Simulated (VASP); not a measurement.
# Bulk modulus against bond length in diamond and zinc-blende semiconductors

r2SCAN in VASP (plane waves, PAW). Static lattice, from a third-order Birch-Murnaghan fit over five volumes at each level. The bond length is the nearest-neighbour distance.

Here d stands for bond length and y for ln of B0 in GPa.

| solid | bond length (Å) | ln of B0 in GPa | cut-off (eV) |
|---|---|---|---|
| BN | 1.565 | ? | 520 |
| BAs | 2.073 | 4.957 | 520 |
| BeS | 2.110 | 4.575 | 520 |
| GaP | 2.360 | 4.481 | 520 |
| BeTe | 2.452 | 4.089 | 520 |
| ZnSe | 2.454 | 4.186 | 520 |
| InSb | 2.840 | 3.768 | 520 |
| CdTe | 2.842 | 3.695 | 520 |
| Sn | 2.844 | 3.760 | 520 |

Question: Fit y against d with a straight line in ln d, and predict the withheld value at d = 1.565.

Answer: With u = ln d - 0.91, the rows have u = -0.18100, -0.16331, -0.05134, -0.01310, -0.01228, 0.13380, 0.13451, 0.13521. Means: u -0.0021888, y 4.1889. About the means, the sum of products is -0.39648 and the sum of squares of u is 0.11663; the slope is their ratio. Least squares gives y = 4.1814 - 3.3995·u. Residuals (row less fit): 0.1603, -0.1616, 0.1251, -0.1369, -0.0371, 0.0415, -0.0291, 0.0382; standard error 0.1236 (degrees of freedom: 6). The slope is -3.40 with a standard error of 0.36. So B0 goes as d to the power -3.4 over these rows; such a law is empirical and holds within one kind of bonding. At the withheld row, u = -0.46211, so y = 4.1814 - 3.3995 × (-0.46211) = 5.7523. The calculation gives 5.966, 0.2137 above the prediction (9.4 % of the range of y in the table). The row lies outside the fitted rows, so this is an extrapolation. From the scatter of the fitted rows alone, a prediction at this place has a standard error of 0.2118, so the miss is 1.0 times that.

The run's B0 for BN is 390 GPa. Sn is here grey tin, stable below 13 °C. The rows are a random draw from the solids of this series computed here; series whose standard error about the line passes 12 to 30 % of the range of y, or with no trend, aren't shown in this form.
